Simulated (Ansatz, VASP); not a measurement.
**Cross-check of Sc between VASP and Ansatz**

One calculation is typed for both programs; each brings its own data sets. How far apart do they land? The cell is taken from a series of runs on this material, whose earlier steps may have relaxed, scaled, displaced or heated it; both programs get it as it stands.

Method: plane waves, with VASP 6.6.1 beside it; zone-centre phonons at PBEsol, in Ansatz 0.2.0.

### Step 1. The structure

It takes space group P6_3/mmc (No. 194, hexagonal). The conventional cell has a = 3.245 Å, b = 3.245 Å, c = 5.109 Å, α = 90.00°, β = 90.00°, γ = 120.00°. Sc has 12 Sc at 3.17 to 3.24 Å nearest.

### Step 2. Ansatz: zone-centre phonons, PBEsol, pair 1

Ansatz runs on its PAW soft_1 files.

Second derivatives magnify differences that forces hide, and they need a tight electronic threshold.

File input.yaml:

```yaml
crystal:
  lattice:
    - [3.2449031783, 0.0, 0.0]
    - [-1.6224515891, 2.8101685852, 0.0]
    - [0.0, 0.0, 5.1093792831]
  atoms:
    - { symbol: Sc, position: [0.3333333333, 0.6666666667, 0.25] }
    - { symbol: Sc, position: [0.6666666667, 0.3333333333, 0.75] }
kpoints:
  mp_grid: { grid: [15, 15, 8] }
hamiltonian:
  xc: pbesol
  pseudopotentials: { kind: paw, azcp: { folder: soft_1 }, xc_functional: pbe }
scf:
  occupations: { method: methfessel_paxton, width: 0.2 }
output:
  eigenvalues: true
phonons:
  method: dfpt
```

Launch:

```
> ansatz run input.yaml --threads 4 --pin off --max-ram 10240MiB --backend cpu --events-out ev --progress --plain --runs-dir out
```

Numbers of over 12 decimals in the logs are rounded to 6 here.

Output:

```text
zone centre: on kpoints.mp_grid the ground state, and the responses unless they are solved on pairs of k-points, stand on 320 of the mesh's 1800 k-points, reduced under 4 symmetry operations, with k and −k counted as one. Each operation leaves every solved displacement unchanged or reverses it
Engine: ansatz 0.2.0, x86_64-unknown-linux-gnu
Pseudopotentials: kind: paw
Pseudopotential: Sc, paw, valence charge 11, recommended cutoff 420 eV (normal), soft_1/Sc.paw.azcp
Functional definition: PBEsol
  exchange = pbesol_x
  correlation = pbesol_c
Crystal: 2 atoms, lattice volume = 46.591 Å³
Basis set: ecut = 420 eV, 929 PW (Γ), exchange–correlation on 48×48×72 points (8 copies of the dense FFT grid, shifted against one another)
Bands: 15, of which v1, the nominal top of the filled ones, is band 11 counted from 1 (10 counted from 0)
Symmetry: 24 space group operations
k-points: 320 of 1800 (irreducible under 4 space group operations, time reversal used)
Non-local potential: Sc, projectors of the file, l = 0: 3, l = 1: 2, l = 2: 3, l = 3: 1
PAW form: soft (Blöchl's): semilocal exchange-correlation on the pseudo side does not see the compensation charge
PAW frozen core: Sc, regenerated for the run's functional, and the local potential with it (the file was generated under x = pbe(κ = 0.804, μ = 0.219515), c = pbe(β = 0.066725))
PAW one-centre angular grid: Sc, 590 points (default); XC on 64 Gauss nodes
Initial density: superposition of atomic densities (chi_scale 0.1, normalization cell)
Initial wavefunctions: pseudopotential atomic-orbital guess
Functional: x = pbesol(κ = 0.804, μ = 0.123457), c = pbesol(β = 0.046)
SCF iter   1: F=—  HF=-4222.881872 eV  |F-HF|=—  |Δ(HF+E_count)|=         —  Δρ=2.58e-2  dr2=3.95e-1  ethr=3.10e-3  ⟨swp⟩=3.1  Hψ=17494  notcnv=0
preconditioner: auto → none  [metal: Δε(μ)=0.004 eV  Ē_g=2.755 eV  σ=0.200 eV  W_gap=0.02  n_scr=8 (ndim 8)  ℏωp=13.3 eV  f_vac=0.000  D(μ)=4.00/eV (n_scr^D=42)  sad-step TF]
SCF iter   2: F=—  HF=-4222.785862 eV  |F-HF|=—  |Δ(HF+E_count)|=   9.60e-2  S|Δr|=    0.00e0  Δρ=1.47e-2  dr2=1.39e-1  ethr=1.80e-3  ⟨swp⟩=2.0  Hψ=8386  notcnv=0
SCF iter   3: F=—  HF=-4222.738996 eV  |F-HF|=—  |Δ(HF+E_count)|=   4.69e-2  S|Δr|=    0.00e0  Δρ=1.07e-3  dr2=3.07e-4  ethr=6.33e-4  ⟨swp⟩=3.0  Hψ=9156  notcnv=0
SCF iter   4: F=—  HF=-4222.739298 eV  |F-HF|=—  |Δ(HF+E_count)|=   3.02e-4  S|Δr|=    0.00e0  Δρ=6.59e-5  dr2=9.45e-7  ethr=1.40e-6  ⟨swp⟩=2.6  Hψ=8445  notcnv=0
SCF iter   5: F=—  HF=-4222.739305 eV  |F-HF|=—  |Δ(HF+E_count)|=   6.52e-6  S|Δr|=    0.00e0  Δρ=1.68e-5  dr2=1.19e-7  ethr=4.29e-9  ⟨swp⟩=2.9  Hψ=8867  notcnv=0
SCF iter   6: F=—  HF=-4222.739305 eV  |F-HF|=—  |Δ(HF+E_count)|=   4.31e-8  S|Δr|=    0.00e0  Δρ=1.21e-6  dr2=3.92e-10  ethr=5.42e-10  ⟨swp⟩=2.5  Hψ=8519  notcnv=0
SCF iter   7: F=—  HF=-4222.739305 eV  |F-HF|=—  |Δ(HF+E_count)|=  1.34e-10  S|Δr|=    0.00e0  Δρ=3.64e-7  dr2=5.78e-11  ethr=1.00e-12  ⟨swp⟩=5.0  Hψ=18179  notcnv=0
SCF iter   8: F=-4222.739305 eV  HF=-4222.739305 eV  |F-HF|=9.09e-13  |Δ(HF+E_count)|=  1.46e-11  S|Δr|=    0.00e0  Δρ=1.70e-8  dr2=8.66e-14  ethr=1.00e-12  ⟨swp⟩=4.4  Hψ=17291  notcnv=0
SCF 1 converged in 8 iterations: F = -4222.739305 eV  dr2 = 8.66e-14
  greatest PAW one-centre occupation: 0.998 electrons in one spin orbital (limit 2), on the Sc atom at site 1 (counted from 0), in its partial waves of l = 0
DFPT response loops at Γ: preconditioner auto → Kerker (q_TF=auto, 2.408 Å⁻¹) (partly filled bands, converged f_vac=0.000); β = 1.00, the filter's whole step (`scf.mixing.beta` (0.50) is not read by the response loops under this deck's `scf.mixing.preconditioner`; to damp them name `kerker` or `kerker_dos`, under which they read `scf.mixing.beta`, and type it under 1.00, their step now; both keys bind the ground state too); Broyden in place of MSR1
SCF converged after 8 iterations
Stability not checked: this state was not tested for a lower state beside it, because cold or Methfessel-Paxton smearing, or corrected tetrahedra, fill the levels in a way that the test cannot read (fill_not_monotonic; see scf.lower_state_search)
Free energy (F): -4222.739305 eV
Harris-Foulkes:  -4222.739305 eV  (|F-HF|=9.09e-13)
Internal energy: -4222.735172 eV  (E = F + TS)
E sigma→0 (E₀):  -4222.738272 eV
Entropy (-TS):   -0.004133 eV (-2.067 meV/atom)
Fermi energy:    9.668368 eV
--- Per-component energies (eV) ---
  E_band       = -323.954576
  E_kinetic    = 414.077740
  E_local      = -1648.998157  (includes V_loc(G=0)·N_el)
  E_nonlocal   = 288.765918
  E_hartree    = 588.544299
  E_xc         = -169.302897
  E_vxc        = -209.007046  (∫ρ·V_xc dr)
  E_paw        = -1934.438449  (= ΣΔE_a)
  E_vpaw       = -345.881723  (= ΣTr[D̂ρ^β])
  E_aug_tail   = 0.000081  (compensation charges beyond the density's cutoff)
  E_ewald      = -1761.641759
  E_core_change = 0.258050  (= ΣΔE_core)
  E_smearing   = -0.004133  (= −TS)
  E_closure    = 0.000000  (closes the sum)
  Σ components = -4222.739305   (vs F -4222.739305, Δ=0.00e0)
--- Band table (eV; the first three rows and the last of 320) ---
  k-point 0: bands = [... 7 lower, -17.8340, 4.4359, 7.9313, 10.3347, 11.3368, 11.3368, 11.5456, 11.8081]
  k-point 1: bands = [... 7 lower, -17.8548, 4.5458, 7.7936, 10.2794, 11.2837, 11.2837, 11.4705, 11.7409]
  k-point 2: bands = [... 7 lower, -17.8729, 4.8672, 7.3704, 10.2454, 11.2080, 11.2080, 11.2604, 11.5796]
  k-point 319: bands = [... 7 lower, -17.9325, 8.2582, 8.2582, 9.8254, 9.8254, 10.4553, 10.4553, 12.0251]
--- Phonons (Γ-DFPT): 2 representative perturbations + reference, on 320 of 1800 k-points (Σ response iterations 6) ---
  k mesh reduced under 4 symmetry operations, with k and −k counted as one. Each operation leaves every solved displacement unchanged or reverses it
  ASR residual: 1.058e-5 → 0.000e0 eV/Å²; symmetrization residual: 2.153e-10 eV/Å²
  ASR residual per site (eV/Å²): 1.06e-5 1.06e-5
  Γ frequencies (cm⁻¹): 0.00 0.00 0.00 132.39 132.39 231.85
  non-analytic LO–TO correction: not included (Born effective charges unavailable; polar crystals: no LO–TO splitting at Γ)
```

### Step 3. VASP: zone-centre phonons, PBEsol, pair 1

The same cell, functional, mesh and smearing now go to VASP, with its own data sets.

Lines of VASP's logs that name or quote its potential files are left out, and so is its time.

File INCAR:

```
SYSTEM = Sc
PREC = Accurate
ENCUT = 500
EDIFF = 1E-08
NELM = 120
ISMEAR = 1
SIGMA = 0.2
LREAL = .FALSE.
ALGO = Normal
GGA = PS
NBANDS = 17
LASPH = .TRUE.
LORBIT = 11
LWAVE = .FALSE.
LCHARG = .FALSE.
ISIF = 2
IBRION = 8
GGA_COMPAT = .FALSE.
KPAR = 2
```

File POSCAR:

```
Sc
1.0
    3.2449031783      0.0000000000      0.0000000000
   -1.6224515891      2.8101685852      0.0000000000
    0.0000000000      0.0000000000      5.1093792831
Sc
2
Direct
    0.3333333333      0.6666666667      0.2500000000
    0.6666666667      0.3333333333      0.7500000000
```

File KPOINTS:

```
Automatic mesh
0
Gamma
15 15 8
0 0 0
```

Potentials, in the order of the species: Sc_sv (PBE family, release 64).

Launch:

```
> mpirun -np 2 vasp_std
```

Output:

```text
[banner, memory and clock lines left out]
running    2 mpi-ranks, on    1 nodes
 distrk:  each k-point on    1 cores,    2 groups
 distr:  one band on    1 cores,    1 groups

 POSCAR found type information on POSCAR Sc
 POSCAR found :  1 types and       2 ions
|                                                                             |
|               ----> ADVICE to this user running VASP <----                  |
|                                                                             |
|     You enforced a specific xc type in the INCAR file but a different       |
|     [... a line on the potential file left out ...]
|     I HOPE YOU KNOW WHAT YOU ARE DOING!                                     |
|                                                                             |

 LDA part: xc-table for (Slater+PW92), standard interpolation
 POSCAR, INCAR and KPOINTS ok, starting setup
 FFT: planning ... GRIDC
 FFT: planning ... GRID_SOFT
 FFT: planning ... GRID
 WAVECAR not read
 entering main loop
       N       E                     dE             d eps       ncg     rms          rms(c)
DAV:   1     0.351187922529E+03    0.35119E+03   -0.11014E+04  4614   0.135E+03
DAV:   2     0.547409894765E+01   -0.34571E+03   -0.33950E+03  5622   0.573E+02
DAV:   3    -0.142107322070E+02   -0.19685E+02   -0.19010E+02  7480   0.163E+02
DAV:   4    -0.146651076614E+02   -0.45438E+00   -0.44600E+00  6687   0.201E+01
DAV:   5    -0.146710823918E+02   -0.59747E-02   -0.59715E-02  7786   0.250E+00    0.836E+00
DAV:   6    -0.133923285785E+02    0.12788E+01   -0.28533E+00  5927   0.199E+01    0.251E+00
DAV:   7    -0.132198392086E+02    0.17249E+00   -0.73357E-01  6086   0.921E+00    0.820E-01
DAV:   8    -0.132083817177E+02    0.11457E-01   -0.26759E-02  6312   0.220E+00    0.240E-01
DAV:   9    -0.132070879454E+02    0.12938E-02   -0.66739E-03  6322   0.901E-01    0.166E-02
DAV:  10    -0.132071038622E+02   -0.15917E-04   -0.89642E-05  7372   0.136E-01    0.698E-03
DAV:  11    -0.132071012267E+02    0.26355E-05   -0.23780E-06  7194   0.177E-02    0.183E-03
DAV:  12    -0.132071025764E+02   -0.13497E-05   -0.31436E-07  7501   0.541E-03    0.840E-04
DAV:  13    -0.132071022470E+02    0.32935E-06   -0.21118E-08  4745   0.175E-03    0.767E-05
DAV:  14    -0.132071022780E+02   -0.30918E-07   -0.15550E-09  3774   0.928E-04    0.333E-05
DAV:  15    -0.132071022842E+02   -0.62460E-08   -0.60296E-10  3548   0.426E-04
   1 F= -.13207102E+02 E0= -.13205744E+02  d E =-.407575E-02
 Linear response reoptimize wavefunctions to high precision
DAV:   1    -0.132071022877E+02   -0.35357E-08   -0.27472E-10  3625   0.399E-04
DAV:   2    -0.132071022878E+02   -0.20009E-10   -0.12972E-10  3325   0.209E-04
 Linear response DOF=           2
 Linear response progress:
  Degree of freedom:   1/  2
       N       E                     dE             d eps       ncg     rms          rms(c)
RMM:   1    -0.741113967044E+00   -0.74111E+00   -0.65943E+01 19356   0.217E+02
RMM:   2    -0.737996686679E+00    0.31173E-02   -0.14297E-01 28284   0.456E+00    0.119E-01
RMM:   3    -0.737522900039E+00    0.47379E-03   -0.13383E-02 33055   0.105E+00    0.394E-02
RMM:   4    -0.736666154488E+00    0.85675E-03   -0.13704E-03 37644   0.279E-01    0.200E-02
RMM:   5    -0.736400269773E+00    0.26588E-03   -0.15424E-04 38948   0.963E-02    0.115E-02
RMM:   6    -0.736396392279E+00    0.38775E-05   -0.21767E-05 34416   0.384E-02    0.538E-03
RMM:   7    -0.736478426447E+00   -0.82034E-04   -0.89502E-06 38802   0.243E-02    0.282E-03
RMM:   8    -0.736564341010E+00   -0.85915E-04   -0.31966E-06 39298   0.127E-02    0.771E-04
RMM:   9    -0.736592001994E+00   -0.27661E-04   -0.28904E-06 40381   0.793E-03    0.171E-04
RMM:  10    -0.736583963689E+00    0.80383E-05   -0.26784E-06 39237   0.649E-03    0.996E-05
RMM:  11    -0.736588045101E+00   -0.40814E-05   -0.20785E-06 38900   0.602E-03    0.159E-05
RMM:  12    -0.736587966626E+00    0.78475E-07   -0.18231E-06 40134   0.585E-03    0.166E-05
RMM:  13    -0.736588192690E+00   -0.22606E-06   -0.14366E-06 39876   0.578E-03    0.938E-06
RMM:  14    -0.736588338480E+00   -0.14579E-06   -0.11840E-06 41574   0.574E-03    0.462E-06
[...]
RMM:  29    -0.736588446972E+00    0.23347E-08   -0.51326E-07 48562   0.572E-03    0.453E-07
RMM:  30    -0.736588449648E+00   -0.26756E-08   -0.51349E-07 49346   0.571E-03    0.247E-07
RMM:  31    -0.736588449847E+00   -0.19875E-09   -0.51194E-07 49126   0.572E-03    0.235E-07
RMM:  32    -0.736588446709E+00    0.31381E-08   -0.51279E-07 49770   0.571E-03    0.455E-07
RMM:  33    -0.736588448006E+00   -0.12977E-08   -0.51008E-07 49639   0.572E-03    0.313E-07
RMM:  34    -0.736588447992E+00    0.13801E-10   -0.51106E-07 50079   0.572E-03    0.334E-07
RMM:  35    -0.736588448347E+00   -0.35457E-09   -0.50891E-07 50029   0.572E-03    0.327E-07
RMM:  36    -0.736588448519E+00   -0.17160E-09   -0.50597E-07 50476   0.572E-03    0.318E-07
 first order change of Fermi-energy   0.16522E-04
 force on displaced ion       1 direction 1 :  -1.452  -0.001   0.000
 Linear response progress:
  Degree of freedom:   2/  2
       N       E                     dE             d eps       ncg     rms          rms(c)
RMM:   1    -0.810793595303E+00   -0.81079E+00   -0.66564E+01  6610   0.219E+02
RMM:   2    -0.808768806936E+00    0.20248E-02   -0.15038E-01  9682   0.463E+00    0.137E-01
RMM:   3    -0.809190050627E+00   -0.42124E-03   -0.11198E-02 11050   0.102E+00    0.492E-02
RMM:   4    -0.808198729251E+00    0.99132E-03   -0.14072E-03 12070   0.299E-01    0.164E-02
RMM:   5    -0.808062700750E+00    0.13603E-03   -0.18539E-04 13564   0.905E-02    0.136E-02
RMM:   6    -0.808016481147E+00    0.46220E-04   -0.36837E-05 11989   0.376E-02    0.784E-03
RMM:   7    -0.807987979554E+00    0.28502E-04   -0.14507E-05 14156   0.241E-02    0.239E-03
RMM:   8    -0.808012081548E+00   -0.24102E-04   -0.88802E-06 13017   0.127E-02    0.677E-04
RMM:   9    -0.808024170597E+00   -0.12089E-04   -0.46147E-06 13708   0.778E-03    0.300E-04
RMM:  10    -0.808031149129E+00   -0.69785E-05   -0.22165E-06 13178   0.630E-03    0.155E-04
RMM:  11    -0.808037242848E+00   -0.60937E-05   -0.24213E-06 13275   0.594E-03    0.279E-05
RMM:  12    -0.808036788433E+00    0.45442E-06   -0.22709E-06 13562   0.581E-03    0.176E-05
RMM:  13    -0.808037014351E+00   -0.22592E-06   -0.20260E-06 13777   0.581E-03    0.678E-06
RMM:  14    -0.808037055806E+00   -0.41455E-07   -0.17573E-06 14315   0.584E-03    0.208E-06
RMM:  15    -0.808036993604E+00    0.62202E-07   -0.14513E-06 14368   0.583E-03    0.262E-06
RMM:  16    -0.808036978381E+00    0.15223E-07   -0.14767E-06 14848   0.585E-03    0.228E-06
RMM:  17    -0.808036959639E+00    0.18743E-07   -0.13260E-06 14717   0.585E-03    0.296E-06
RMM:  18    -0.808036993214E+00   -0.33576E-07   -0.12884E-06 15208   0.585E-03    0.346E-06
RMM:  19    -0.808036971407E+00    0.21808E-07   -0.11969E-06 15018   0.586E-03    0.364E-06
RMM:  20    -0.808036985739E+00   -0.14332E-07   -0.11513E-06 15660   0.585E-03    0.283E-06
RMM:  21    -0.808036983636E+00    0.21030E-08   -0.10864E-06 15445   0.586E-03    0.277E-06
RMM:  22    -0.808036981186E+00    0.24498E-08   -0.10334E-06 15866   0.585E-03    0.282E-06
RMM:  23    -0.808036976258E+00    0.49277E-08   -0.10061E-06 15657   0.586E-03    0.314E-06
 first order change of Fermi-energy   0.56786E-04
 force on displaced ion       1 direction 3 :  -0.000   0.000  -4.458
 Linear response finished
```

From OUTCAR (step 3):

```text
ion  position               nearest neighbor table
   1  0.333  0.667  0.250-   2 3.17   2 3.17   2 3.17   2 3.17   2 3.17   2 3.17
   2  0.667  0.333  0.750-   1 3.17   1 3.17   1 3.17   1 3.17   1 3.17   1 3.17

  LATTYP: Found a hexagonal cell.
 ALAT       =     3.2449031783
 C/A-ratio  =     1.5745860515

 Subroutine GETGRP returns: Found 24 space group operations
 (whereof 12 operations were pure point group operations)

The static configuration has the point symmetry D_3d.
 The point group associated with its full space group is D_6h.

 Found    135 irreducible k-points:

   k-points           NKPTS =    135   k-points in BZ     NKDIM =    135   number of bands    NBANDS=     17

   dimension x,y,z NGX =    24 NGY =   24 NGZ =   40
   dimension x,y,z NGXF=    48 NGYF=   48 NGZF=   80

   ENCUT  =  500.0 eV  36.75 Ry    6.06 a.u.   5.92  5.92  9.32*2*pi/ulx,y,z

   NELECT =      22.0000    total number of electrons

 k-points in reciprocal lattice and weights: Automatic mesh
   0.00000000  0.00000000  0.00000000       0.001
   0.06666667 -0.00000000  0.00000000       0.003
   0.13333333 -0.00000000  0.00000000       0.003
   0.20000000 -0.00000000  0.00000000       0.003
   0.26666667 -0.00000000  0.00000000       0.003
   0.33333333 -0.00000000  0.00000000       0.003
   0.40000000 -0.00000000  0.00000000       0.003
   0.46666667 -0.00000000  0.00000000       0.003
   0.06666667  0.06666667  0.00000000       0.003
[...]
0.33333333  0.26666667  0.50000000       0.007
   0.33333333  0.33333333  0.50000000       0.001

 average (electrostatic) potential at core
       1 -46.5853       2 -46.5853

  Total        0.3879643      0.3879643     -0.0010744      0.0000000      0.0000000     -0.0000000
  in kB       13.3413605     13.3413605     -0.0369459      0.0000000      0.0000000     -0.0000000
  external PRESSURE =       8.8819250 kB  Pullay stress =       0.0000000 kB

  energy-cutoff  :      500.00
  volume of cell :       46.59
      direct lattice vectors                 reciprocal lattice vectors
     3.244903178  0.000000000  0.000000000     0.308175605  0.177925268  0.000000000
    -1.622451589  2.810168585  0.000000000     0.000000000  0.355850537  0.000000000
     0.000000000  0.000000000  5.109379283     0.000000000  0.000000000  0.195718490

 POSITION                                       TOTAL-FORCE (eV/Angst)
 -----------------------------------------------------------------------------------
     -0.00000      1.87345      1.27734        -0.000000      0.000000      0.000000
      1.62245      0.93672      3.83203         0.000000     -0.000000      0.000000
 -----------------------------------------------------------------------------------
    total drift:                               -0.000000      0.000000     -0.000000

 Eigenvectors and eigenvalues of the dynamical matrix
 ----------------------------------------------------

   1 f  =    6.962448 THz    43.746348 2PiTHz  232.242253 cm-1    28.794357 meV
             X         Y         Z           dx          dy          dz
     -0.000000  1.873446  1.277345     0.000000    0.000000   -0.707107
      1.622452  0.936723  3.832034    -0.000000    0.000000    0.707107

   2 f  =    3.973346 THz    24.965272 2PiTHz  132.536569 cm-1    16.432433 meV
             X         Y         Z           dx          dy          dz
     -0.000000  1.873446  1.277345     0.611836    0.354481    0.000000
      1.622452  0.936723  3.832034    -0.611836   -0.354481    0.000000

   3 f  =    3.973346 THz    24.965272 2PiTHz  132.536569 cm-1    16.432433 meV
             X         Y         Z           dx          dy          dz
     -0.000000  1.873446  1.277345     0.354481   -0.611836   -0.000000
      1.622452  0.936723  3.832034    -0.354481    0.611836   -0.000000

   4 f  =    0.000000 THz     0.000000 2PiTHz    0.000001 cm-1     0.000000 meV
             X         Y         Z           dx          dy          dz
     -0.000000  1.873446  1.277345     0.379096    0.541069   -0.252052
      1.622452  0.936723  3.832034     0.379096    0.541069   -0.252052

   5 f/i=    0.000000 THz     0.000000 2PiTHz    0.000001 cm-1     0.000000 meV
             X         Y         Z           dx          dy          dz
     -0.000000  1.873446  1.277345    -0.593065    0.307653   -0.231566
      1.622452  0.936723  3.832034    -0.593065    0.307653   -0.231566

   6 f/i=    0.000000 THz     0.000000 2PiTHz    0.000002 cm-1     0.000000 meV
             X         Y         Z           dx          dy          dz
     -0.000000  1.873446  1.277345    -0.067527    0.335549    0.618746
      1.622452  0.936723  3.832034    -0.067527    0.335549    0.618746

 ELASTIC MODULI CONTR FROM IONIC RELAXATION (kBar)
 Direction    XX          YY          ZZ          XY          YZ          ZX
 --------------------------------------------------------------------------------
 XX         -65.1223     65.1223     -0.0000     -0.0000      0.0000     -0.0000
 YY          65.1223    -65.1223      0.0000     -0.0000      0.0000      0.0000
 ZZ          -0.0000      0.0000     -0.0000     -0.0000      0.0000     -0.0000
 XY          -0.0000     -0.0000     -0.0000    -65.1223      0.0000     -0.0000
 YZ           0.0000      0.0000      0.0000      0.0000      0.0000      0.0000
 ZX          -0.0000      0.0000     -0.0000     -0.0000      0.0000     -0.0000
 --------------------------------------------------------------------------------
```

### Step 4. Side by side

Known differences besides the potentials themselves: the cutoff is 420 eV in Ansatz and 500 eV in VASP; Ansatz makes its cores anew for this functional, VASP keeps those of its PBE data sets. Total energies have different zeros and are not compared.

Compared:

```tsv
quantity	Ansatz	VASP	difference
optical mode 1 to 2 (cm⁻¹)	132.4	132.5	-0.11 %
optical mode 3 (cm⁻¹)	231.8	232.2	-0.17 %
```

Modes are paired by rising frequency, not by their patterns, so a pair may set unlike modes beside each other; they are those without the splitting of longitudinal modes.

(Part 1 of 2 ends here.)

[Lines on the potential files, build, host, timing and source positions are cut from VASP's logs without a mark.]

[Logs are printed without paths, hosts, clocks, repeated set-up lines and the standing remarks that a program may print on its own settings, such as how far it seeks lower states.]

[Hosts, paths, dates, database ids (printed as entryN), source tags and the programs' standing remarks are cut or masked in the printed files.]
